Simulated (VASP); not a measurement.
Here is the system:

```xyz
1
Lattice="-1.5165 1.5165 1.5165 1.5165 -1.5165 1.5165 1.5165 1.5165 -1.5165" Properties=species:S:1:pos:R:3 pbc="T T T"
Ru     0.0000     0.0000     0.0000
```

The numbers are results of r2SCAN meta-GGA, VASP's PBE PAW potentials (set 64) (plane waves; VASP 6.6.1), not measurements. Settings: 400 eV cut-off, 19×19×19 Γ-centred mesh, tetrahedra with Blöchl corrections, potentials Ru_pv.

**Question.** Predict the energy per atom (σ→0), band gap (over mesh and band path) with the smallest direct gap where there is one.

**Answer.** 
```yaml
band gap (over mesh and band path): none (metal, semimetal or under 0.01 eV)
energy per atom (σ→0): -24.775 eV/atom
```

Only differences to runs with the same potentials and settings are physical.

The structure was generated: Ru was put into the bcc type (Im-3m), which need not be its known phase. It was relaxed first.
